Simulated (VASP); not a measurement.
```
CELL_PARAMETERS angstrom
      2.81307     0.00000     0.00000
      0.00000     2.81307     0.00000
      0.00000     0.00000     2.81307
ATOMIC_POSITIONS crystal
  Al 0.50000 0.50000 0.50000
  Fe 0.00000 0.00000 0.00000
```

All values below come from LDA (Ceperley-Alder, Perdew-Zunger), VASP's LDA PAW potentials (set 64) (plane waves; VASP 6.6.1). Numerical set-up: 520 eV cut-off, 14×14×14 Γ-centred mesh, tetrahedra with Blöchl corrections, potentials Al Fe.

Q: Predict the energy per atom (σ→0), band gap (on the k-mesh) with the smallest direct gap where there is one.

A: 
The band gap (on the k-mesh) comes out as none (metal, semimetal or under 0.01 eV) and the energy per atom (σ→0) comes out as -7.156 eV/atom.

The absolute energy has meaning only against runs of the same code, potentials and settings.

The compound is FeAl in the CsCl type structure. It was relaxed first, which changed the volume by -10 %. The run is not spin-polarised, so no magnetic state was tried. The electron count is odd and the run is not spin-polarised, which forces a metal.
